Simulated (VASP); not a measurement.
**MoS2: the relaxed cell at several levels**

How close do the usual functionals, with and without dispersion, come to the cell of MoS2? The levels: LDA, PBEsol, PBE, r2SCAN, PBE + D3(BJ), r2SCAN + rVV10, optB88-vdW and PBE + D4. The start is a cell from a database of measured crystal structures.

Calculated with VASP 6.6.1; LDA; plane waves and PAW (Mo_sv, S), in the first sound run; inputs show where later runs differ.

The experiments to compare with:

“Pressure coefficients for direct optical transitions in MoS2, MoSe2, WS2, and WSe2 crystals and semiconductor to metal transitions” (2016, pmc:4877596) quotes from earlier work for MoS2, 2H (literature value): lattice constant c (c, literature experiment) 12.32 Å [literature value; a second literature value of 12.30 is listed beside it].

The database entry behind the starting cell differs from later determinations by our own check (about 0.3 % long), so it need not match the best structure at ambient conditions.

## (1) Starting point

Before any relaxation, the start is as follows. Symmetry: P6_3/mmc, No. 194, hexagonal system. Conventional cell: a = 3.169 Å, b = 3.169 Å, c = 12.324 Å, α = 90.00°, β = 90.00°, γ = 120.00°. Nearest to Mo lie 6 S at 2.41 Å. Nearest to S lie 3 Mo at 2.41 Å. Farther neighbours and most contacts between anions are not listed.

As a file:

```
Mo S
1.0
     3.16900    0.00000    0.00000
    -1.58450    2.74443    0.00000
     0.00000    0.00000   12.32400
Mo S
2 4
Direct
  0.33333 0.66667 0.25000
  0.66667 0.33333 0.75000
  0.33333 0.66667 0.62300
  0.66667 0.33333 0.12300
  0.33333 0.66667 0.87700
  0.66667 0.33333 0.37700
```

## (2) Relaxation with LDA

The start need not lie at this functional's minimum. ISIF = 3 frees volume, shape and positions, and EDIFFG sets the threshold on forces and stress at which the search stops. LDA, the lowest rung, knows the local density alone.

Contents of INCAR:

```
SYSTEM = MoS2
PREC = Accurate
ENCUT = 520
EDIFF = 1E-06
NELM = 100
ISMEAR = -1
SIGMA = 0.05
LREAL = .FALSE.
ALGO = Normal
GGA = CA
NBANDS = 32
LASPH = .TRUE.
LORBIT = 11
LWAVE = .FALSE.
LCHARG = .FALSE.
KPAR = 4
IBRION = 2
NSW = 60
ISIF = 3
EDIFFG = -0.01
```

Contents of POSCAR:

```
MoS2
1.0
    3.1690000000      0.0000000000      0.0000000000
   -1.5845000000      2.7444345046      0.0000000000
    0.0000000000      0.0000000000     12.3240000000
Mo S
2 4
Direct
    0.3333333333      0.6666666667      0.2500000000
    0.6666666667      0.3333333333      0.7500000000
    0.3333333333      0.6666666667      0.6230000000
    0.6666666667      0.3333333333      0.1230000000
    0.3333333333      0.6666666667      0.8770000000
    0.6666666667      0.3333333333      0.3770000000
```

Contents of KPOINTS:

```
Automatic mesh
0
Gamma
10 10 3
0 0 0
```

Potentials, in the order of the species: Mo_sv and S (PBE family, release 64).

Started as:

```sh
$ mpirun -np 4 vasp_std
```

Log:

```text
[banner, memory and clock lines left out]
running    4 mpi-ranks, on    1 nodes
 distrk:  each k-point on    1 cores,    4 groups
 distr:  one band on    1 cores,    1 groups

 POSCAR found type information on POSCAR MoS
 POSCAR found :  2 types and       6 ions
|                                                                             |
|               ----> ADVICE to this user running VASP <----                  |
|                                                                             |
|     You enforced a specific xc type in the INCAR file but a different       |
|     [... a line on the potential file left out ...]
|     I HOPE YOU KNOW WHAT YOU ARE DOING!                                     |
|                                                                             |

 LDA part: xc-table for (Slater(with rela. corr.)+CA(PZ))
 , standard interpolation
 POSCAR, INCAR and KPOINTS ok, starting setup
 FFT: planning ... GRIDC
 FFT: planning ... GRID_SOFT
 FFT: planning ... GRID
 WAVECAR not read
 entering main loop
       N       E                     dE             d eps       ncg     rms          rms(c)
DAV:   1     0.431995216842E+03    0.43200E+03   -0.29467E+04  2000   0.154E+03
DAV:   2    -0.280957240256E+02   -0.46009E+03   -0.44918E+03  2176   0.387E+02
DAV:   3    -0.517223709819E+02   -0.23627E+02   -0.23462E+02  2320   0.778E+01
DAV:   4    -0.521949844236E+02   -0.47261E+00   -0.47157E+00  2144   0.111E+01
DAV:   5    -0.522078980863E+02   -0.12914E-01   -0.12906E-01  2320   0.173E+00    0.354E+01
DAV:   6    -0.498971403751E+02    0.23108E+01   -0.20774E+01  1944   0.250E+01    0.120E+01
DAV:   7    -0.494385944818E+02    0.45855E+00   -0.94478E+00  2032   0.160E+01    0.817E+00
DAV:   8    -0.490505476315E+02    0.38805E+00   -0.14252E+00  2280   0.671E+00    0.301E+00
DAV:   9    -0.490554403113E+02   -0.48927E-02   -0.16791E-01  2344   0.195E+00    0.124E+00
DAV:  10    -0.490474888395E+02    0.79515E-02   -0.51799E-02  2192   0.133E+00    0.302E-01
DAV:  11    -0.490472837412E+02    0.20510E-03   -0.21941E-03  2272   0.260E-01    0.195E-01
DAV:  12    -0.490471908730E+02    0.92868E-04   -0.30419E-04  2272   0.872E-02    0.936E-02
DAV:  13    -0.490471704592E+02    0.20414E-04   -0.13622E-04  2376   0.598E-02    0.191E-02
DAV:  14    -0.490471717651E+02   -0.13059E-05   -0.10422E-05  1992   0.187E-02    0.249E-02
DAV:  15    -0.490471709436E+02    0.82152E-06   -0.15831E-06  1616   0.844E-03
   1 F= -.49047171E+02 E0= -.49047169E+02  d E =-.490472E+02
 curvature:   0.00 expect dE= 0.000E+00 dE for cont linesearch  0.000E+00
 trial: gam= 0.00000 g(F)=  0.338E-01 g(S)=  0.291E+00 ort = 0.000E+00 (trialstep = 0.100E+01)
 search vector abs. value=  0.324E+00
 bond charge predicted
       N       E                     dE             d eps       ncg     rms          rms(c)
DAV:   1    -0.521348076390E+02   -0.30876E+01   -0.87029E+01  1880   0.730E+01    0.276E+01
DAV:   2    -0.493831436576E+02    0.27517E+01   -0.12725E+01  1960   0.255E+01    0.509E+00
DAV:   3    -0.489526022147E+02    0.43054E+00   -0.18868E+00  2000   0.671E+00    0.275E+00
DAV:   4    -0.488725523165E+02    0.80050E-01   -0.37444E-01  1968   0.395E+00    0.166E+00
DAV:   5    -0.488677341946E+02    0.48181E-02   -0.62030E-02  2232   0.160E+00    0.167E+00
DAV:   6    -0.488649635744E+02    0.27706E-02   -0.22701E-02  2008   0.740E-01    0.241E-01
DAV:   7    -0.488648869584E+02    0.76616E-04   -0.45155E-03  2048   0.432E-01    0.751E-02
DAV:   8    -0.488648393656E+02    0.47593E-04   -0.14887E-04  2096   0.797E-02    0.485E-02
DAV:   9    -0.488648287853E+02    0.10580E-04   -0.46263E-05  2072   0.427E-02    0.181E-02
DAV:  10    -0.488648282093E+02    0.57606E-06   -0.33976E-06  1904   0.997E-03
   2 F= -.48864828E+02 E0= -.48864825E+02  d E =0.182343E+00
[... from here on, the cycles between the ionic steps are left out ...]
   3 F= -.49102779E+02 E0= -.49102776E+02  d E =-.556077E-01
   4 F= -.49102799E+02 E0= -.49102797E+02  d E =-.556281E-01
   5 F= -.49107676E+02 E0= -.49107674E+02  d E =-.487690E-02
   6 F= -.49107677E+02 E0= -.49107675E+02  d E =-.487753E-02
   7 F= -.49107677E+02 E0= -.49107675E+02  d E =-.487818E-02
   8 F= -.49108194E+02 E0= -.49108192E+02  d E =-.517158E-03
   9 F= -.49109483E+02 E0= -.49109480E+02  d E =-.180548E-02
  10 F= -.49110835E+02 E0= -.49110831E+02  d E =-.315752E-02
  11 F= -.49110886E+02 E0= -.49110882E+02  d E =-.320857E-02
  12 F= -.49109232E+02 E0= -.49109227E+02  d E =0.165389E-02
 trial-energy change:    0.001654  1 .order    0.001693   -0.000895    0.004280
 step:   0.3135(harm=  0.3019)  dis= 0.00032  next Energy=   -49.110966 (dE=-0.805E-04)
 bond charge predicted
       N       E                     dE             d eps       ncg     rms          rms(c)
DAV:   1    -0.491341048242E+02   -0.24873E-01   -0.54864E-01  1856   0.572E+00    0.165E+00
DAV:   2    -0.491170546382E+02    0.17050E-01   -0.14267E-01  1984   0.248E+00    0.667E-01
DAV:   3    -0.491116331123E+02    0.54215E-02   -0.25504E-02  1936   0.770E-01    0.211E-01
DAV:   4    -0.491110031555E+02    0.62996E-03   -0.35526E-03  1816   0.356E-01    0.106E-01
DAV:   5    -0.491109832449E+02    0.19911E-04   -0.46420E-04  2072   0.126E-01    0.118E-01
DAV:   6    -0.491109656423E+02    0.17603E-04   -0.14807E-04  2216   0.595E-02    0.179E-02
DAV:   7    -0.491109636294E+02    0.20129E-05   -0.22355E-05  1976   0.297E-02    0.759E-03
DAV:   8    -0.491109636294E+02   -0.39108E-10   -0.30383E-07  1232   0.379E-03
  13 F= -.49110964E+02 E0= -.49110959E+02  d E =-.777922E-04
 curvature:  -0.31 expect dE=-0.241E-05 dE for cont linesearch -0.861E-07
 trial: gam=-0.04008 g(F)=  0.573E-07 g(S)=  0.781E-05 ort = 0.171E-04 (trialstep = 0.146E+01)
 search vector abs. value=  0.817E-05
 reached required accuracy - stopping structural energy minimisation
```

It took 4.8 min on 4 MPI ranks of AMD EPYC 7R43, shared host; peak memory 0.84 GiB.

The logs omit lines about the potential files and the build; timing stands in the text.

OUTCAR, selected parts (step 2):

```text
ion  position               nearest neighbor table
   1  0.333  0.667  0.250-   4 2.41   6 2.41   4 2.41   6 2.41   4 2.41   6 2.41
   2  0.667  0.333  0.750-   3 2.41   5 2.41   3 2.41   5 2.41   3 2.41   5 2.41
   3  0.333  0.667  0.623-   2 2.41   2 2.41   2 2.41
   4  0.667  0.333  0.123-   1 2.41   1 2.41   1 2.41
   5  0.333  0.667  0.877-   2 2.41   2 2.41   2 2.41
   6  0.667  0.333  0.377-   1 2.41   1 2.41   1 2.41

  LATTYP: Found a hexagonal cell.
 ALAT       =     3.1690000000
 C/A-ratio  =     3.8889239508

 Subroutine GETGRP returns: Found 24 space group operations
 (whereof 12 operations were pure point group operations)

The static configuration has the point symmetry D_3d.
 The point group associated with its full space group is D_6h.

 Found     28 irreducible k-points:

   k-points           NKPTS =     28   k-points in BZ     NKDIM =     28   number of bands    NBANDS=     32

   dimension x,y,z NGX =    24 NGY =   24 NGZ =   96
   dimension x,y,z NGXF=    48 NGYF=   48 NGZF=  192

   ENCUT  =  520.0 eV  38.22 Ry    6.18 a.u.   5.89  5.89 22.91*2*pi/ulx,y,z

   NELECT =      52.0000    total number of electrons

 k-points in reciprocal lattice and weights: Automatic mesh
   0.00000000  0.00000000  0.00000000       0.003
   0.10000000 -0.00000000  0.00000000       0.020
   0.20000000 -0.00000000  0.00000000       0.020
   0.30000000  0.00000000  0.00000000       0.020
   0.40000000 -0.00000000  0.00000000       0.020
   0.50000000  0.00000000  0.00000000       0.010
   0.10000000  0.10000000  0.00000000       0.020
   0.20000000  0.10000000  0.00000000       0.040
   0.30000000  0.10000000  0.00000000       0.040
[...]
0.40000000  0.20000000  0.33333333       0.040
   0.30000000  0.30000000  0.33333333       0.040

 average (electrostatic) potential at core
       1 -73.8221       2 -73.8221       3 -83.8725       4 -83.8725       5 -83.8725
       6 -83.8725

 E-fermi :   8.3012

 k-point     1 :       0.0000    0.0000    0.0000
  band No.  band energies     occupation
    ...
     22       5.7622      2.00000
     23       5.7622      2.00000
     24       6.5685      2.00000
     25       6.8311      2.00000
     26       7.9639      1.99765
     27      10.0991      0.00000
     28      10.0991      0.00000
     29      10.1322      0.00000
     30      10.1322      0.00000
     31      10.2761      0.00000
    ...

 k-point     2 :       0.1000   -0.0000    0.0000
  band No.  band energies     occupation
    ...
     22       5.5197      2.00000
     23       5.8492      2.00000
     24       6.5970      2.00000
     25       6.9842      2.00000
     26       7.6390      2.00000
     27       9.9318      0.00000
     28       9.9757      0.00000
     29      10.0065      0.00000
     30      10.0789      0.00000
     31      10.1547      0.00000
    ...

 k-point     3 :       0.2000   -0.0000    0.0000
  band No.  band energies     occupation
    ...
     22       5.2062      2.00000
     23       5.7253      2.00000
     24       6.5175      2.00000
     25       6.6401      2.00000
     26       6.8059      2.00000
     27       9.2239      0.00000
     28       9.7001      0.00000
     29       9.8806      0.00000
     30       9.9873      0.00000
     31      10.0403      0.00000
    ...

  Total       -0.0204977     -0.0204977      0.0114660     -0.0000000     -0.0000000      0.0000000
  in kB       -0.3214446     -0.3214446      0.1798094     -0.0000000     -0.0000000      0.0000000
  external PRESSURE =      -0.1543599 kB  Pullay stress =       0.0000000 kB

  energy-cutoff  :      520.00
  volume of cell :      102.17
      direct lattice vectors                 reciprocal lattice vectors
     3.126067569 -0.000000000  0.000000000     0.319890718  0.184688992 -0.000000000
    -1.563033784  2.707253928 -0.000000000     0.000000000  0.369377985 -0.000000000
    -0.000000000  0.000000000 12.072103980    -0.000000000  0.000000000  0.082835602

 POSITION                                       TOTAL-FORCE (eV/Angst)
 -----------------------------------------------------------------------------------
     -0.00000      1.80484      3.01803        -0.000000     -0.000000      0.000000
      1.56303      0.90242      9.05408         0.000000      0.000000      0.000000
     -0.00000      1.80484      7.49807        -0.000000     -0.000000     -0.000545
      1.56303      0.90242      1.46201        -0.000000     -0.000000     -0.000545
     -0.00000      1.80484     10.61009        -0.000000      0.000000      0.000545
      1.56303      0.90242      4.57404        -0.000000      0.000000      0.000545
 -----------------------------------------------------------------------------------
    total drift:                               -0.000000      0.000000     -0.000000

  FREE ENERGIE OF THE ION-ELECTRON SYSTEM (eV)
  ---------------------------------------------------
  free  energy   TOTEN  =       -49.1109636294 eV

  energy  without entropy=      -49.1109551115  energy(sigma->0) =      -49.11095937

 reached required accuracy - stopping structural energy minimisation

 total charge
# of ion       s       p       d       tot
------------------------------------------
    1        2.304   6.235   4.036  12.575
    2        2.304   6.235   4.036  12.575
    3        1.354   2.322   0.000   3.677
    4        1.354   2.322   0.000   3.677
    5        1.354   2.322   0.000   3.677
    6        1.354   2.322   0.000   3.677
--------------------------------------------------
tot         10.025  21.760   8.073  39.858

[... 3 further parts left out ...]
```

CONTCAR:

```
MoS2
   1.00000000000000
     3.1260675686840278   -0.0000000000000000    0.0000000000000000
    -1.5630337843420139    2.7072539284338490   -0.0000000000000000
    -0.0000000000000000    0.0000000000000000   12.0721039796295244
  Mo              S
     2     4
Direct
     0.3333333332999970    0.6666666667000030    0.2500000000000000
     0.6666666667000030    0.3333333332999970    0.7500000000000000
     0.3333333332999970    0.6666666667000030    0.6211068445758537
     0.6666666667000030    0.3333333332999970    0.1211068445758538
     0.3333333332999970    0.6666666667000030    0.8788931554241463
     0.6666666667000030    0.3333333332999970    0.3788931554241462
```

The gap is read on the k-mesh alone, so it is an upper bound where the band edges lie off the mesh. The bonds form layers, held to each other by dispersion, which LDA lacks; its overbinding stands in for it by accident. The PAW data sets were made with PBE, though LDA sets exist; this is a small mismatch. The run keeps the 24 symmetry operations of its start, so it cannot find a distortion of lower symmetry.

Step by step:

| step | energy less that of the first step (eV) | largest force (eV/Å) | pressure (GPa) | volume (Å³) |
| --- | --- | --- | --- | --- |
| 1 | 0.0000 | 0.4185 | -5.18 | 107.18 |
| 2 | 0.1823 | 1.5033 | 11.88 | 98.47 |
| 3 | -0.0556 | 0.1505 | -0.31 | 104.23 |
| 4 | -0.0556 | 0.1622 | -0.21 | 104.17 |
| 5 | -0.0605 | 0.0364 | -0.08 | 103.61 |
| 6 | -0.0605 | 0.0372 | -0.05 | 103.61 |
| 7 | -0.0605 | 0.0395 | -0.06 | 103.62 |
| 8 | -0.0610 | 0.0345 | -0.08 | 103.51 |
| 9 | -0.0623 | 0.0190 | -0.13 | 103.18 |
| 10 | -0.0637 | 0.0120 | -0.20 | 102.51 |
| 11 | -0.0637 | 0.0218 | -0.21 | 102.31 |
| 12 | -0.0621 | 0.1019 | 0.94 | 101.52 |
| 13 | -0.0638 | 0.0005 | -0.02 | 102.17 |

| conventional cell, symmetrised | before | after | change |
| --- | --- | --- | --- |
| a (Å) | 3.169 | 3.126 | -1.4 % |
| b (Å) | 3.169 | 3.126 | -1.4 % |
| c (Å) | 12.324 | 12.072 | -2.0 % |
| volume (Å³/atom) | 17.86 | 17.03 | -4.7 % |

The atoms that moved most (Å, as changes of fractional coordinates times the final cell):

| atom | dx | dy | dz | length |
| --- | --- | --- | --- | --- |
| S4 | 0.000 | 0.000 | -0.023 | 0.023 |
| S6 | 0.000 | 0.000 | 0.023 | 0.023 |
| S5 | 0.000 | 0.000 | 0.023 | 0.023 |
| S3 | 0.000 | 0.000 | -0.023 | 0.023 |

Final coordinates:

```cif
data_structure
_symmetry_space_group_name_H-M 'P 1'
_symmetry_Int_Tables_number 1
_cell_length_a 3.1261
_cell_length_b 3.1261
_cell_length_c 12.0721
_cell_angle_alpha 90.000
_cell_angle_beta 90.000
_cell_angle_gamma 120.000
_cell_volume 102.17
loop_
_atom_site_label
_atom_site_type_symbol
_atom_site_fract_x
_atom_site_fract_y
_atom_site_fract_z
_atom_site_occupancy
Mo1 Mo 0.33333 0.66667 0.25000 1
Mo2 Mo 0.66667 0.33333 0.75000 1
S3 S 0.33333 0.66667 0.62111 1
S4 S 0.66667 0.33333 0.12111 1
S5 S 0.33333 0.66667 0.87889 1
S6 S 0.66667 0.33333 0.37889 1
```

Numbers from this step:

```
electrons                       : 52
bands                           : 32
irreducible k-points            : 28
symmetry operations             : 24
free energy (TOTEN)             : -49.11 eV
Fermi energy                    : 8.301 eV
pressure                        : -0.01544 GPa
metallic                        : no
valence top at k                : 0, 0, 0
conduction bottom at k          : 0.2, 0.2, 0
least direct gap at k           : 0.3, 0.3, 0
SCF cycles over all ionic steps : 99
gap on the k-mesh               : 0.7678 eV
least direct gap on the k-mesh  : 1.966 eV
```

It ends with a largest force of 0.001 eV/Å and a pressure of -0.02 GPa. The volume lies -4.7 % from that of the database's start, which holds the thermal and zero-point expansion of its experiment. LDA is known to overbind. The conventional cell has a = 3.126 and c = 12.072 Å.

[end of part 1 of 4]

[Lines on the potential files, build, host, timing and source positions are cut from VASP's logs without a mark.]

[Logs are printed without paths, hosts, clocks, repeated set-up lines and the standing remarks that a program may print on its own settings, such as how far it seeks lower states.]

[Hosts, paths, dates, database ids (printed as entryN), source tags and the programs' standing remarks are cut or masked in the printed files.]

[A measured line is paired with the nearest computed mode of its activity, which favours agreement.]
